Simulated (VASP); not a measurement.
# Relaxed cell of TaAs: a test of cutoff and mesh

How far does the relaxed cell of TaAs depend on cutoff and k mesh? The starting structure is a computed structure from the Materials Project. The first relaxation on each setting starts from this cell expanded by 3 % in volume.

Method: Kohn-Sham DFT with plane waves and PAW; PBEsol, in VASP 6.6.1.

## Step 1: Set-up

The structure is tetragonal, space group I4_1md (No. 109). Conventional cell: a = 3.444 Å, b = 3.444 Å, c = 11.736 Å, α = 90.00°, β = 90.00°, γ = 90.00°. Ta has 6 As at 2.61 to 2.62 Å nearest. Nearest to As lie 6 Ta at 2.61 to 2.62 Å. Farther neighbours are not listed.

Structure file:

```xyz
4
Lattice="0.0000 -3.4436 0.0000 -3.4436 0.0000 0.0000 1.7218 -1.7218 -5.8679" Properties=species:S:1:pos:R:3 pbc="T T T"
Ta   -1.7218   -1.7218   -0.0004
Ta    0.0000   -1.7218   -2.9344
As   -1.7218   -1.7218   -4.8982
As   -1.7218   -3.4436   -1.9642
```

## Step 2: Reference relaxation

This run starts from the cell of an earlier relaxation, which isn't shown; the restart sets up the plane waves anew.

INCAR reads:

```
SYSTEM = TaAs
PREC = Accurate
ENCUT = 450
EDIFF = 1E-06
NELM = 100
ISMEAR = 0
SIGMA = 0.03
LREAL = .FALSE.
ALGO = Normal
GGA = PS
NBANDS = 22
LASPH = .TRUE.
LORBIT = 11
LWAVE = .FALSE.
LCHARG = .FALSE.
KPAR = 8
IBRION = 2
NSW = 50
ISIF = 3
EDIFFG = -0.006
```

POSCAR reads:

```
TaAs
1.0
    0.0000000000     -3.4281282481      0.0000000000
   -3.4281282481      0.0000000000      0.0000000000
    1.7140641240     -1.7140641240     -5.8201304982
Ta As
2 2
Direct
    0.5002576402      0.4997423598      0.9994847196
    0.2502576402      0.2497423598      0.4994847196
    0.0823417798      0.9176582202      0.8353164404
    0.8323417798      0.6676582202      0.3353164404
```

KPOINTS reads:

```
Automatic mesh
0
Gamma
6 6 6
0 0 0
```

The projector-augmented-wave data sets are Ta_pv and As (PBE family, release 64).

On the command line:

```bash
$ mpirun -np 8 vasp_std
```

Log:

```text
[banner, memory and clock lines left out]
running    8 mpi-ranks, on    1 nodes
 distrk:  each k-point on    1 cores,    8 groups
 distr:  one band on    1 cores,    1 groups

 POSCAR found type information on POSCAR TaAs
 POSCAR found :  2 types and       4 ions
|                                                                             |
|           W    W    AA    RRRRR   N    N  II  N    N   GGGG   !!!           |
|           W    W   A  A   R    R  NN   N  II  NN   N  G    G  !!!           |
|           W    W  A    A  R    R  N N  N  II  N N  N  G       !!!           |
|           W WW W  AAAAAA  RRRRR   N  N N  II  N  N N  G  GGG   !            |
|           WW  WW  A    A  R   R   N   NN  II  N   NN  G    G                |
|           W    W  A    A  R    R  N    N  II  N    N   GGGG   !!!           |
|                                                                             |
|     For optimal performance we recommend to set                             |
|       NCORE = 2 up to number-of-cores-per-socket                            |
|     NCORE specifies how many cores store one orbital (NPAR=cpu/NCORE).      |
|     This setting can greatly improve the performance of VASP for DFT.       |
|     The default, NCORE=1 might be grossly inefficient on modern             |
|     multi-core architectures or massively parallel machines. Do your        |
|     Unfortunately you need to use the default for GW and RPA                |
|     calculations (for HF NCORE is supported but not extensively tested      |
|     yet).                                                                   |
|                                                                             |

|                                                                             |
|               ----> ADVICE to this user running VASP <----                  |
|                                                                             |
|     You enforced a specific xc type in the INCAR file but a different       |
|     [... a line on the potential file left out ...]
|     I HOPE YOU KNOW WHAT YOU ARE DOING!                                     |
|                                                                             |

 LDA part: xc-table for (Slater+PW92), standard interpolation
 POSCAR, INCAR and KPOINTS ok, starting setup
 FFT: planning ... GRIDC
 FFT: planning ... GRID_SOFT
 FFT: planning ... GRID
 WAVECAR not read
 entering main loop
       N       E                     dE             d eps       ncg     rms          rms(c)
DAV:   1     0.220768911044E+03    0.22077E+03   -0.15519E+04  1320   0.126E+03
DAV:   2    -0.301293536787E+02   -0.25090E+03   -0.24106E+03  1538   0.350E+02
DAV:   3    -0.393692856095E+02   -0.92399E+01   -0.89949E+01  1680   0.607E+01
DAV:   4    -0.395235961486E+02   -0.15431E+00   -0.15334E+00  1646   0.727E+00
DAV:   5    -0.395266148789E+02   -0.30187E-02   -0.30170E-02  1682   0.834E-01    0.222E+01
DAV:   6    -0.378388885171E+02    0.16877E+01   -0.49824E+00  1634   0.137E+01    0.954E+00
DAV:   7    -0.377212393072E+02    0.11765E+00   -0.50809E-01  1830   0.454E+00    0.259E+00
DAV:   8    -0.377019089083E+02    0.19330E-01   -0.45170E-02  1626   0.102E+00    0.251E-01
DAV:   9    -0.377016352773E+02    0.27363E-03   -0.32620E-03  1668   0.310E-01    0.105E-01
DAV:  10    -0.377015982637E+02    0.37014E-04   -0.29373E-04  1602   0.142E-01    0.171E-02
DAV:  11    -0.377015962489E+02    0.20148E-05   -0.31574E-05  1706   0.281E-02    0.118E-02
DAV:  12    -0.377015933794E+02    0.28695E-05   -0.87780E-06  1650   0.204E-02    0.104E-03
DAV:  13    -0.377015933478E+02    0.31521E-07   -0.32164E-07   900   0.377E-03
   1 F= -.37701593E+02 E0= -.37701576E+02  d E =-.377016E+02
 curvature:   0.00 expect dE= 0.000E+00 dE for cont linesearch  0.000E+00
 trial: gam= 0.00000 g(F)=  0.439E-05 g(S)=  0.701E-05 ort = 0.000E+00 (trialstep = 0.100E+01)
 search vector abs. value=  0.114E-04
 reached required accuracy - stopping structural energy minimisation
```

It took 5.2 s on 8 MPI ranks of Intel Xeon 6975P-C (Granite Rapids), shared host; peak memory 1.5 GiB; 34 s of CPU time.

The logs omit lines about the potential files and the build; timing stands in the text.

OUTCAR, selected parts (step 2):

```text
ion  position               nearest neighbor table
   1  0.500  0.500  0.999-   4 2.60   4 2.60   3 2.61   3 2.61   3 2.61   3 2.61   2 3.38   2 3.38
                             2 3.38   2 3.38
   2  0.250  0.250  0.499-   3 2.60   3 2.60   4 2.61   4 2.61   4 2.61   4 2.61   1 3.38   1 3.38
                             1 3.38   1 3.38
   3  0.082  0.918  0.835-   2 2.60   2 2.60   1 2.61   1 2.61   1 2.61   1 2.61
   4  0.832  0.668  0.335-   1 2.60   1 2.60   2 2.61   2 2.61   2 2.61   2 2.61

  LATTYP: Found a body centered tetragonal cell.
 ALAT       =     3.4281282481
 C/A-ratio  =     3.3955150315

 Subroutine GETGRP returns: Found  8 space group operations
 (whereof  4 operations were pure point group operations)

The static configuration has the point symmetry C_2v.
 The point group associated with its full space group is C_4v.

 Found     30 irreducible k-points:

   k-points           NKPTS =     30   k-points in BZ     NKDIM =     30   number of bands    NBANDS=     22

   dimension x,y,z NGX =    24 NGY =   24 NGZ =   48
   dimension x,y,z NGXF=    48 NGYF=   48 NGZF=   96

   ENCUT  =  450.0 eV  33.07 Ry    5.75 a.u.   5.93  5.93 10.91*2*pi/ulx,y,z

   NELECT =      32.0000    total number of electrons

 k-points in reciprocal lattice and weights: Automatic mesh
   0.00000000  0.00000000  0.00000000       0.005
   0.16666667  0.00000000  0.00000000       0.037
   0.33333333  0.00000000  0.00000000       0.037
   0.50000000  0.00000000  0.00000000       0.019
   0.16666667  0.16666667  0.00000000       0.019
   0.33333333  0.16666667  0.00000000       0.074
   0.50000000  0.16666667  0.00000000       0.074
  -0.33333333  0.16666667  0.00000000       0.074
  -0.16666667  0.16666667  0.00000000       0.037
[...]
-0.16666667  0.16666667  0.33333333       0.019
   0.00000000  0.00000000  0.50000000       0.005

 average (electrostatic) potential at core
       1 -35.8895       2 -35.8895       3 -47.4923       4 -47.4923

 E-fermi :   6.9451

 k-point     1 :       0.0000    0.0000    0.0000
  band No.  band energies     occupation
    ...
     12       4.4969      2.00000
     13       4.5701      2.00000
     14       4.9923      2.00000
     15       5.3461      2.00000
     16       5.3461      2.00000
     17       7.8932      0.00000
     18       8.5787      0.00000
     19       9.3706      0.00000
     20      10.1457      0.00000
     21      10.1457      0.00000
    ...

 k-point     2 :       0.1667    0.0000    0.0000
  band No.  band energies     occupation
    ...
     12       4.2367      2.00000
     13       4.8052      2.00000
     14       5.0302      2.00000
     15       5.1768      2.00000
     16       5.8325      2.00000
     17       7.5256      0.00000
     18       8.1725      0.00000
     19       8.8805      0.00000
     20       9.5718      0.00000
     21      10.0654      0.00000
    ...

 k-point     3 :       0.3333    0.0000    0.0000
  band No.  band energies     occupation
    ...
     12       3.7515      2.00000
     13       4.7093      2.00000
     14       4.9874      2.00000
     15       5.2430      2.00000
     16       6.5807      2.00000
     17       7.1689      0.00000
     18       8.2880      0.00000
     19       8.5313      0.00000
     20       9.2511      0.00000
     21       9.8013      0.00000
    ...

  Total        0.0165158      0.0165158     -0.0059638      0.0000000      0.0000000     -0.0000000
  in kB        0.3868690      0.3868690     -0.1396975      0.0000000      0.0000000     -0.0000000
  external PRESSURE =       0.2113468 kB  Pullay stress =       0.0000000 kB

  energy-cutoff  :      450.00
  volume of cell :       68.40
      direct lattice vectors                 reciprocal lattice vectors
     0.000000000 -3.428128248  0.000000000     0.000000000 -0.291704373  0.085908727
    -3.428128248  0.000000000  0.000000000    -0.291704373  0.000000000 -0.085908727
     1.714064124 -1.714064124 -5.820130498     0.000000000  0.000000000 -0.171817453

 POSITION                                       TOTAL-FORCE (eV/Angst)
 -----------------------------------------------------------------------------------
     -0.00000     -3.42813     -5.81713        -0.000000      0.000000     -0.004770
     -0.00000     -1.71406     -2.90707        -0.000000      0.000000     -0.004770
     -1.71406     -1.71406     -4.86165         0.000000     -0.000000      0.004770
     -1.71406     -3.42813     -1.95159         0.000000     -0.000000      0.004770
 -----------------------------------------------------------------------------------
    total drift:                                0.000000     -0.000000      0.000111

  FREE ENERGIE OF THE ION-ELECTRON SYSTEM (eV)
  ---------------------------------------------------
  free  energy   TOTEN  =       -37.7015933478 eV

  energy  without entropy=      -37.7015596225  energy(sigma->0) =      -37.70157649

 reached required accuracy - stopping structural energy minimisation

 total charge
# of ion       s       p       d       tot
------------------------------------------
    1        0.280   6.168   2.416   8.863
    2        0.280   6.168   2.416   8.863
    3        1.191   1.686   0.085   2.962
    4        1.191   1.686   0.085   2.962
--------------------------------------------------
tot          2.941  15.708   5.002  23.651

[... 3 further parts left out ...]
```

CONTCAR:

```
TaAs
   1.00000000000000
     0.0000000000000000   -3.4281282481000002    0.0000000000000000
    -3.4281282481000002    0.0000000000000000    0.0000000000000000
     1.7140641240000001   -1.7140641240000001   -5.8201304982000002
  Ta              As
     2     2
Direct
     0.5002576401999974    0.4997423598000026    0.9994847195999981
     0.2502576401999974    0.2497423598000026    0.4994847195999981
     0.0823417797999966    0.9176582202000034    0.8353164403999997
     0.8323417797999966    0.6676582202000034    0.3353164403999997
```

The PAW data sets were made with PBE, which is usual practice but a small mismatch for other functionals. The run keeps the 8 symmetry operations of its start, so it cannot find a distortion of lower symmetry.

The reference relaxation ends at 17.100 Å³ an atom.

## Step 3: Relaxation with a cutoff of 220 eV

Against step 2 the input has ENCUT = 220. This run starts from the cell of an earlier relaxation, which isn't shown; the restart sets up the plane waves anew.

INCAR: that of step 2 with these lines changed.

```diff
@@ -2,3 +2,3 @@
 PREC = Accurate
-ENCUT = 450
+ENCUT = 220
 EDIFF = 1E-06
```

POSCAR reads:

```
TaAs
1.0
    0.0000000000     -3.4256311686      0.0000000000
   -3.4256311686      0.0000000000      0.0000000000
    1.7128155843     -1.7128155843     -5.8108992519
Ta As
2 2
Direct
    0.5002715790      0.4997284210      0.9994568420
    0.2502715790      0.2497284210      0.4994568420
    0.0823278410      0.9176721590      0.8353443180
    0.8323278410      0.6676721590      0.3353443180
```

KPOINTS is that of step 2.

On the command line:

```bash
$ mpirun -np 8 vasp_std
```

Log:

```text
[banner, memory and clock lines left out]
running    8 mpi-ranks, on    1 nodes
[...]
[... a notice as in an earlier step ...]

 [... a notice as in an earlier step ...]

 LDA part: xc-table for (Slater+PW92), standard interpolation
 POSCAR, INCAR and KPOINTS ok, starting setup
[...]
entering main loop
       N       E                     dE             d eps       ncg     rms          rms(c)
DAV:   1     0.138557924371E+03    0.13856E+03   -0.10462E+04  1432   0.746E+02
DAV:   2    -0.341064389918E+02   -0.17266E+03   -0.16554E+03  1652   0.250E+02
DAV:   3    -0.394467129302E+02   -0.53403E+01   -0.52617E+01  1714   0.431E+01
DAV:   4    -0.395153587637E+02   -0.68646E-01   -0.68460E-01  1598   0.448E+00
[...]
DAV:  11    -0.376892247381E+02    0.24351E-05   -0.12813E-05  1686   0.212E-02    0.154E-02
DAV:  12    -0.376892225149E+02    0.22231E-05   -0.53222E-06  1530   0.166E-02    0.111E-03
DAV:  13    -0.376892224968E+02    0.18074E-07   -0.13474E-07   912   0.236E-03
[...]
DAV:   4    -0.376889510587E+02    0.21734E-04   -0.10089E-04  1626   0.534E-02    0.155E-02
DAV:   5    -0.376889528574E+02   -0.17987E-05   -0.33253E-05  1590   0.413E-02    0.147E-02
DAV:   6    -0.376889520635E+02    0.79389E-06   -0.38779E-06  1302   0.120E-02
   2 F= -.37688952E+02 E0= -.37688935E+02  d E =0.270433E-03
 trial-energy change:    0.000270  1 .order    0.000287   -0.000520    0.001094
 step:   0.3359(harm=  0.3220)  dis= 0.00000  next Energy=   -37.689310 (dE=-0.879E-04)
[...]
N       E                     dE             d eps       ncg     rms          rms(c)
DAV:   1    -0.376905006261E+02   -0.15478E-02   -0.37984E-02  1386   0.182E+00    0.317E-01
DAV:   2    -0.376895321612E+02    0.96846E-03   -0.19627E-03  1380   0.348E-01    0.116E-01
DAV:   3    -0.376893254415E+02    0.20672E-03   -0.52128E-04  1564   0.170E-01    0.244E-02
DAV:   4    -0.376893123239E+02    0.13118E-04   -0.43440E-05  1600   0.353E-02    0.103E-02
DAV:   5    -0.376893110621E+02    0.12618E-05   -0.13189E-05  1590   0.262E-02    0.923E-03
DAV:   6    -0.376893102381E+02    0.82398E-06   -0.15359E-06  1090   0.777E-03
   3 F= -.37689310E+02 E0= -.37689293E+02  d E =-.877413E-04
[...]
reached required accuracy - stopping structural energy minimisation
```

The job ended after 4.2 s (8 MPI ranks; peak memory 1.1 GiB).

OUTCAR, selected parts (step 3):

```text
  Total        0.0118636      0.0118636     -0.0156939      0.0000000      0.0000000      0.0000000
  in kB        0.2791469      0.2791469     -0.3692728      0.0000000      0.0000000      0.0000000
  external PRESSURE =       0.0630070 kB  Pullay stress =       0.0000000 kB

 POSITION                                       TOTAL-FORCE (eV/Angst)
 -----------------------------------------------------------------------------------
      0.00000     -3.42406     -5.80462         0.000000      0.000000      0.001398
      0.00000     -1.71203     -2.90073         0.000000      0.000000      0.001398
     -1.71203     -1.71203     -4.85150         0.000000      0.000000     -0.001398
     -1.71203     -3.42406     -1.94761         0.000000      0.000000     -0.001398
 -----------------------------------------------------------------------------------
    total drift:                                0.000002     -0.000002     -0.000060

  FREE ENERGIE OF THE ION-ELECTRON SYSTEM (eV)
  ---------------------------------------------------
  free  energy   TOTEN  =       -37.6893102381 eV

  energy  without entropy=      -37.6892758380  energy(sigma->0) =      -37.68929304

[... 2 parts as in an earlier step ...]

[... 2 further parts left out ...]
[key lines of the parts left out:]
E-fermi :   6.9907
```

With a cutoff of 220 eV the cell ends at 17.023 Å³ an atom, -0.45 % from the reference.

## Step 4: Relaxation with a 4×4×4 mesh

Against step 2 the input has a 4×4×4 mesh. This run starts from the cell of an earlier relaxation, which isn't shown; the restart sets up the plane waves anew.

INCAR: that of step 3 with these lines changed.

```diff
@@ -2,3 +2,3 @@
 PREC = Accurate
-ENCUT = 220
+ENCUT = 450
 EDIFF = 1E-06
```

POSCAR reads:

```
TaAs
1.0
    0.0000000000     -3.4239853820      0.0000000000
   -3.4239853820      0.0000000000      0.0000000000
    1.7119926910     -1.7119926910     -5.8515001820
Ta As
2 2
Direct
    0.4999218147      0.5000781853      0.0001563707
    0.2499218147      0.2500781853      0.5001563707
    0.0826776053      0.9173223947      0.8346447893
    0.8326776053      0.6673223947      0.3346447893
```

KPOINTS reads:

```
Automatic mesh
0
Gamma
4 4 4
0 0 0
```

On the command line:

```bash
$ mpirun -np 8 vasp_std
```

Log:

```text
[... set-up lines as in an earlier step ...]
 entering main loop
       N       E                     dE             d eps       ncg     rms          rms(c)
DAV:   1     0.210846533330E+03    0.21085E+03   -0.15355E+04   572   0.125E+03
DAV:   2    -0.308371252861E+02   -0.24168E+03   -0.23345E+03   668   0.342E+02
DAV:   3    -0.392747774648E+02   -0.84377E+01   -0.81463E+01   744   0.570E+01
DAV:   4    -0.394207901794E+02   -0.14601E+00   -0.14559E+00   706   0.726E+00
[...]
DAV:  11    -0.375553191899E+02    0.11509E-05   -0.55303E-05   730   0.388E-02    0.136E-02
DAV:  12    -0.375553156938E+02    0.34961E-05   -0.12960E-05   692   0.253E-02    0.137E-03
DAV:  13    -0.375553155747E+02    0.11918E-06   -0.62636E-07   424   0.513E-03
   1 F= -.37555316E+02 E0= -.37553492E+02  d E =-.375553E+02
[...]
2 F= -.37555321E+02 E0= -.37553492E+02  d E =-.495683E-05
[...]
3 F= -.37555321E+02 E0= -.37553494E+02  d E =-.541032E-05
[...]
4 F= -.37555321E+02 E0= -.37553495E+02  d E =-.545825E-05
[...]
5 F= -.37555324E+02 E0= -.37553492E+02  d E =-.295949E-05
 trial-energy change:   -0.000003  1 .order   -0.000004   -0.000005   -0.000002
 step:   0.7597(harm=  0.7597)  dis= 0.00038  next Energy=   -37.555326 (dE=-0.489E-05)
 reached required accuracy - stopping structural energy minimisation
```

It took 7.2 s on 8 MPI ranks; peak memory 1.4 GiB; 51 s of CPU time.

From OUTCAR (step 4):

```text
  Total        0.0016302      0.0016302      0.0221848      0.0000000      0.0000000      0.0000000
  in kB        0.0380779      0.0380779      0.5181892      0.0000000      0.0000000      0.0000000
  external PRESSURE =       0.1981150 kB  Pullay stress =       0.0000000 kB

 POSITION                                       TOTAL-FORCE (eV/Angst)
 -----------------------------------------------------------------------------------
     -1.71174     -1.71174     -0.00132         0.000000      0.000000      0.000692
      0.00000     -1.71174     -2.92756         0.000000      0.000000      0.000692
     -1.71174     -1.71174     -4.88433         0.000000      0.000000     -0.000692
     -1.71174     -3.42349     -1.95809         0.000000      0.000000     -0.000692
 -----------------------------------------------------------------------------------
    total drift:                                0.000000     -0.000000      0.000128

  FREE ENERGIE OF THE ION-ELECTRON SYSTEM (eV)
  ---------------------------------------------------
  free  energy   TOTEN  =       -37.5553239924 eV

  energy  without entropy=      -37.5516599530  energy(sigma->0) =      -37.55349197

[... 1 part as in an earlier step ...]

[... 3 further parts left out ...]
[key lines of the parts left out:]
E-fermi :   7.0075
```

With a 4×4×4 mesh the cell ends at 17.148 Å³ an atom, +0.28 % from the reference, a by -0.1 % and c by +0.6 %.

[end of part 1 of 2]

[Lines on the potential files, build, host, timing and source positions are cut from VASP's logs without a mark.]

[Logs are printed without paths, hosts, clocks, repeated set-up lines and the standing remarks that a program may print on its own settings, such as how far it seeks lower states.]

[Hosts, paths, dates, database ids (printed as entryN), source tags and the programs' standing remarks are cut or masked in the printed files.]
